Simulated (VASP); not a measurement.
A run of VASP 6.6.1:

INCAR

```
PREC = Accurate
ENCUT = 520
EDIFF = 1E-7
ISMEAR = -1
SIGMA = 0.05
LREAL = F
LASPH = T
NELM = 80
ALGO = Normal
ISIF = 2
LWAVE = F
LCHARG = F
GGA = PE
NBANDS = 26
```

File KPOINTS:

```
regular mesh
0
Gamma
  5 5 5
```

File POSCAR:

```
KSrMg6
1.0
    5.5661840000      0.0000000000      0.0000000000
    0.0000000000      3.5203640000      6.1699905000
    0.0000000000     -3.5203640000      6.1699905000
Sr K Mg
1 1 6
Direct
    0.5011520000      0.6669560000      0.6637100000
   -0.0011010000      0.8469490000      0.8346020000
    0.4929460000      0.1623130000      0.1720840000
    0.4969240000      0.6519150000      0.1795740000
    0.4911610000      0.1697740000      0.6717610000
    0.0069750000      0.3322300000      0.3297740000
    0.0000710000      0.8320430000      0.3262390000
   -0.0056470000      0.3235250000      0.8384840000
```

Potentials or basis: VASP PAW PBE potentials, release 64 (Sr_sv, K_sv, Mg).

Run with:

```sh
$ cat potpaw_PBE.64/Sr_sv/POTCAR potpaw_PBE.64/K_sv/POTCAR potpaw_PBE.64/Mg/POTCAR > POTCAR
$ mpirun -np 1 vasp_std > vasp.out
```

Hardware: 1 thread of AMD EPYC 9R45 96-Core Processor (Zen 5), with other jobs on the host.

**Question.** How long does it take, and how much memory?

**Answer.** Run time: 4.6 min on 1 thread of AMD EPYC 9R45 96-Core Processor (Zen 5) (shared host), peak memory 0.59 GiB. Counts: scf iterations 14, k points 63.
